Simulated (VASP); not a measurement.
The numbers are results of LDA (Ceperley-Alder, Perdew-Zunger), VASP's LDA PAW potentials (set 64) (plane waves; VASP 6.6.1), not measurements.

VASP input:

POSCAR:
```
Zr3Sn
1
    5.6300000000     0.0000000000     0.0000000000
    0.0000000000     5.6300000000     0.0000000000
    0.0000000000     0.0000000000     5.6300000000
Sn Zr
2 6
Direct
  0.0000000000   0.0000000000   0.0000000000
  0.5000000000   0.5000000000   0.5000000000
  0.2500000000   0.0000000000   0.5000000000
  0.5000000000   0.7500000000   0.0000000000
  0.7500000000   0.0000000000   0.5000000000
  0.5000000000   0.2500000000   0.0000000000
  0.0000000000   0.5000000000   0.7500000000
  0.0000000000   0.5000000000   0.2500000000
```

### KPOINTS
```
kpoints
0
G
  5 5 5
0 0 0
```

**INCAR**
```
SYSTEM = Zr3Sn
PREC = Accurate; ENCUT = 300; LREAL = .FALSE.
LASPH = .TRUE.
EDIFF = 1E-6; NELM = 100; ALGO = Normal
LMAXMIX = 4
ISMEAR = -1; SIGMA = 0.1
ISIF = 2
LWAVE = .FALSE.; LCHARG = .FALSE.
```

POTCAR, in this order: Sn_d Zr_sv (LDA.64 set). Program: vasp_std.

What VASP printed:

OSZICAR:
```
       N       E                     dE             d eps       ncg     rms          rms(c)
DAV:   1     0.113914449479E+04    0.11391E+04   -0.35523E+04  1200   0.144E+03
DAV:   2     0.848539887294E+02   -0.10543E+04   -0.10296E+04  1296   0.487E+02
DAV:   3    -0.547269326107E+02   -0.13958E+03   -0.13391E+03  1620   0.164E+02
DAV:   4    -0.696348502990E+02   -0.14908E+02   -0.14516E+02  1840   0.465E+01
DAV:   5    -0.707562205529E+02   -0.11214E+01   -0.11173E+01  2024   0.107E+01    0.271E+01
DAV:   6    -0.685800177880E+02    0.21762E+01   -0.40531E+00  1364   0.857E+00    0.106E+01
DAV:   7    -0.682039085271E+02    0.37611E+00   -0.19271E+00  1688   0.542E+00    0.198E+00
DAV:   8    -0.681894340055E+02    0.14475E-01   -0.18283E-01  1652   0.192E+00    0.862E-01
DAV:   9    -0.681885735657E+02    0.86044E-03   -0.15732E-02  1704   0.584E-01    0.239E-01
DAV:  10    -0.681883883677E+02    0.18520E-03   -0.25123E-03  1756   0.244E-01    0.345E-02
DAV:  11    -0.681883923678E+02   -0.40002E-05   -0.15171E-04  2008   0.478E-02    0.128E-02
DAV:  12    -0.681883883046E+02    0.40632E-05   -0.56367E-06  1212   0.101E-02    0.438E-03
DAV:  13    -0.681883882018E+02    0.10281E-06   -0.52220E-07   912   0.412E-03
   1 F= -.68188388E+02 E0= -.68015119E+02  d E =-.346539E+00
```

**OUTCAR**
```
------------------------ aborting loop because EDIFF is reached ----------------------------------------
  FORCE on cell =-STRESS in cart. coord.  units (eV):
  Direction    XX          YY          ZZ          XY          YZ          ZX
  --------------------------------------------------------------------------------------
  Total       -7.3766319     -7.3766319     -7.3766319     -0.0000000     -0.0000000      0.0000000
  in kB      -66.2282851    -66.2282851    -66.2282851     -0.0000000     -0.0000000      0.0000000
  external PRESSURE =     -66.2282851 kB  Pullay stress =       0.0000000 kB
  volume of cell :      178.45
      direct lattice vectors                 reciprocal lattice vectors
     5.630000000  0.000000000  0.000000000     0.177619893  0.000000000  0.000000000
     0.000000000  5.630000000  0.000000000     0.000000000  0.177619893  0.000000000
     0.000000000  0.000000000  5.630000000     0.000000000  0.000000000  0.177619893
 POSITION                                       TOTAL-FORCE (eV/Angst)
 -----------------------------------------------------------------------------------
      0.00000      0.00000      0.00000        -0.000000     -0.000000     -0.000000
      2.81500      2.81500      2.81500        -0.000000     -0.000000     -0.000000
      1.40750      0.00000      2.81500         0.000000     -0.000000      0.000000
      2.81500      4.22250      0.00000        -0.000000     -0.000000      0.000000
      4.22250      0.00000      2.81500        -0.000000      0.000000     -0.000000
      2.81500      1.40750      0.00000         0.000000      0.000000      0.000000
      0.00000      2.81500      4.22250        -0.000000      0.000000      0.000000
      0.00000      2.81500      1.40750         0.000000     -0.000000     -0.000000
 -----------------------------------------------------------------------------------
    total drift:                                0.000000     -0.000000      0.000000
  FREE ENERGIE OF THE ION-ELECTRON SYSTEM (eV)
  ---------------------------------------------------
  free  energy   TOTEN  =       -68.1883882018 eV

  energy  without entropy=      -67.8418496518  energy(sigma->0) =      -68.01511893
```
(Selected blocks of OUTCAR.)

At this cut-off the stress carries a Pulay error, which pulls relaxed volumes low.

The structure comes from a measured Zr3Sn entry of the Crystallography Open Database, whose conditions weren't checked. The cell was not relaxed at this level.
